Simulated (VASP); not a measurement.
The system is Sc2InSb3.

```xyz
6
Lattice="3.3632 0.0000 0.0000 -1.6816 2.9126 0.0000 0.0000 0.0000 14.0351" Properties=species:S:1:pos:R:3 pbc="T T T"
Sc    0.0000    1.9418   10.5100
Sc    1.6816    0.9709    3.6781
In    0.0000    1.9418    1.6707
Sb    1.6816    0.9709   12.0882
Sb    1.6816    0.9709    8.9299
Sb    0.0000    1.9418    5.2283
```

The cell was built by a generator and needn't be a form met in nature.

* Program: VASP 6.6.1
* Task: relaxation of cell and atoms
* Functional: PBE
* Potentials or basis: VASP PAW PBE potentials, release 64 (Sc_sv, In_d, Sb)
* Cutoff: 520 eV
* k mesh: 6 × 6 × 2
* Occupations: gaussian, width 0.15 eV
* Spin: no spin polarisation

At the start: pressure 33.2 GPa; volume 22.91 Å³/atom.

How do energy, volume and symmetry change on relaxing?

Over 22 steps the energy falls by 1134.8 meV/atom and the volume is 26.77 Å³/atom (+16.8 %); space group P3m1 (No. 156, to 0.05 Å).

Step by step:
```
step  energy change (eV)  largest force (eV/Å)  pressure (GPa)  volume (Å³)
   1              0.0000                6.1157           33.16       137.49
   2             71.7474                5.9956           -4.03       255.01
   3             -5.0189                0.9635           -6.08       218.93
   4             -5.5645                0.7354           -3.75       201.65
   5             -5.6941                1.4067           -0.69       187.61
   6             -5.6984                1.2967           -1.14       189.44
   7             -6.0642                0.9587           -1.47       185.85
   8             -6.6851                0.8336           -1.56       173.83
   9             -6.7337                0.3692            1.47       162.64
  10             -6.7503                0.5500            0.35       166.18
  11             -6.7863                0.1241            0.03       166.27
  12             -6.7885                0.1706           -0.07       166.30
  13             -6.7886                0.1753           -0.02       166.30
  14             -6.7918                0.0942           -0.21       166.16
  15             -6.7922                0.1171           -0.14       166.09
  16             -6.7966                0.1171           -0.06       165.09
  17             -6.8043                0.1082            0.29       162.11
  18             -6.7902                0.0801            1.49       156.24
  19             -6.8045                0.1183            0.63       160.84
  20             -6.8058                0.0883            0.55       160.79
  21             -6.8069                0.0721            0.42       160.72
  22             -6.8088                0.0444            0.24       160.60
```

Final structure:
```
CELL_PARAMETERS angstrom
3.34439 0.00000 0.00000
-1.67219 2.89632 0.00000
0.00000 0.00000 16.57943
ATOMIC_POSITIONS crystal
Sc 0.33333 0.66667 0.75056
Sc 0.66667 0.33333 0.25057
In 0.33333 0.66667 0.10271
Sb 0.66667 0.33333 0.89399
Sb 0.66667 0.33333 0.60779
Sb 0.33333 0.66667 0.39438
```

Caveat: the volume moved by over 15 % at a fixed basis, so the end points are rough; the relaxation stopped at a loose force limit of 0.08 eV/Å, so its end isn't a converged minimum.
